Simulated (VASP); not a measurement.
## Ge (space group Ia-3): computed properties

Level of theory: r2SCAN meta-GGA, VASP's PBE PAW potentials (set 64) (plane waves; VASP).

For Ge, the space group is Ia-3 (206) and the cell is a = 6.955 Å, b = 6.955 Å, c = 6.955 Å, α = 90.00°, β = 90.00°, γ = 90.00°. The volume per atom is 21.03 Å^3/atom and the band gap (over mesh and band path) is none (metal, semimetal or under 0.01 eV). The density is 5.73 g/cm³.

```
Ge
1.0
   -3.47772     3.47772     3.47772
    3.47772    -3.47772     3.47772
    3.47772     3.47772    -3.47772
Ge
8
Direct
  0.50000   0.00000   0.79863
  0.50000   0.00000   0.20137
  0.70137   0.70137   0.70137
  0.29863   0.29863   0.29863
  0.00000   0.79863   0.50000
  0.00000   0.20137   0.50000
  0.79863   0.50000   0.00000
  0.20137   0.50000   0.00000
```

The structure comes from a computed database's Ge entry (Ia-3); how it stands against other phases isn't given here. It was relaxed first. Symmetry was kept, so distortions that lower it aren't found.
